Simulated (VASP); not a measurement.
Consider the following.

```
CELL_PARAMETERS angstrom
      4.21239     0.00000     0.00000
     -2.10619     3.64803     0.00000
      0.00000     0.00000     2.59065
ATOMIC_POSITIONS crystal
  Mg 0.00000 0.00000 0.00000
  Si 0.33333 0.66667 0.50000
  Si 0.66667 0.33333 0.50000
```

Level of theory: PBEsol GGA, VASP's PBE PAW potentials (set 64) (plane waves; VASP 6.6.1). Settings: 480 eV cut-off, 8×8×8 Γ-centred mesh, first-order Methfessel-Paxton smearing of 0.10 eV, potentials Mg Si.

Problem. What does the run give for the energy per atom (σ→0), pressure, band gap (on the k-mesh) with the smallest direct gap where there is one?

Solution. 
The band gap (on the k-mesh) is none (metal, semimetal or under 0.01 eV). The energy per atom (σ→0) is -4.189 eV/atom and the pressure is 20.00 GPa.

The structure was generated: MgSi2 was put into the AlB2 type (P6/mmm), which need not be its known phase. It was relaxed first under an external pressure of 20 GPa. The k-mesh is coarse (spacing up to 0.30 per Å, 2π included), so the numbers may not be converged in it.
